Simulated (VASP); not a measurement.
Computed with PBE GGA, VASP's PBE PAW potentials (set 64) (plane waves; VASP).

Input for VASP

INCAR:
```
SYSTEM  =  Zr
PREC  =  Accurate; ENCUT  =  300; LREAL  =  F
LASPH  =  T
EDIFF  =  1E-6; NELM  =  100; ALGO  =  Normal
LMAXMIX  =  4
ISMEAR  =  -1; SIGMA  =  0.1
GGA  =  PE
ISIF  =  2
LWAVE  =  F; LCHARG  =  F
```

File KPOINTS:
```
kpoints
0
gamma
  12 12 7
```

File POSCAR:
```
Zr
1
    1.6230750000    -2.8112480000     0.0000000000
    1.6230750000     2.8112480000     0.0000000000
    0.0000000000     0.0000000000     5.1757500000
Zr
2
Direct
  0.3333330000   0.6666670000   0.2500000000
  0.6666670000   0.3333330000   0.7500000000
```

POTCAR, in this order: Zr_sv (PBE.64 set). Program: vasp_std.

At this cut-off the stress carries a Pulay error, which pulls relaxed volumes low.

**Question.** Predict the energy per atom (σ→0), pressure, band gap (on the k-mesh).

**Answer.** 
| Quantity | Result |
|---|---|
| energy per atom (σ→0) | -8509 meV/atom |
| band gap (on the k-mesh) | none (metal, semimetal or under 0.01 eV) |
| pressure | -1.42 GPa |

OSZICAR:
```
...
DAV:   7    -0.170524850354E+02    0.13271E+00   -0.60184E-01  3264   0.584E+00    0.107E+00
DAV:   8    -0.170550088489E+02   -0.25238E-02   -0.35409E-02  3640   0.153E+00    0.240E-01
DAV:   9    -0.170549582882E+02    0.50561E-04   -0.11680E-03  2896   0.297E-01    0.404E-02
DAV:  10    -0.170548874244E+02    0.70864E-04   -0.26956E-05  3616   0.328E-02    0.179E-02
DAV:  11    -0.170548643880E+02    0.23036E-04   -0.62419E-06  2960   0.237E-02    0.586E-03
DAV:  12    -0.170548658366E+02   -0.14486E-05   -0.33687E-07  1848   0.513E-03    0.248E-03
DAV:  13    -0.170548661753E+02   -0.33867E-06   -0.58316E-08  1600   0.284E-03
   1 F= -.17054866E+02 E0= -.17018660E+02  d E =-.724120E-01
```

The structure is a typed Zr crystal (P6_3/mmc). The cell was not relaxed at this level.
